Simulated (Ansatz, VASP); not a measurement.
Two plane-wave programs on TaTl

```
Ta Tl
1.0
     3.62212    0.00000    0.00000
     0.00000    3.62212    0.00000
     0.00000    0.00000    3.62212
Ta Tl
1 1
Direct
  0.00000 0.00000 0.00000
  0.50000 0.50000 0.50000
```

The cell was built by a generator and needn't be a form met in nature.

Alike in both runs: functional PBE; k mesh 7 × 7 × 7; occupations fermi-dirac, width 0.05 eV; no spin polarisation.

```csv
,VASP,Ansatz
version,VASP 6.6.1,Ansatz 0.2.0
potentials or method,"VASP PAW PBE potentials, release 64 (Ta_pv, Tl_d)",Ansatz PAW
plane-wave cutoff (eV),520,420
valence electrons in the cell,24,26
task,single point,band structure
```

```tsv
	VASP	Ansatz	Ansatz less VASP
gap on the k mesh at the Fermi level (eV)	none	none	-
pressure (GPa)	-13.5	-13.5	+0.01
```

A gap of «none» marks a metal or a gap that the smearing closes. The two sets of potentials don't hold the same shells in valence.

Caveats: spin-orbit coupling is left out, which moves the levels of the heavy elements (Ansatz). Spin-orbit coupling is left out, which matters for the levels of Ta, Tl.
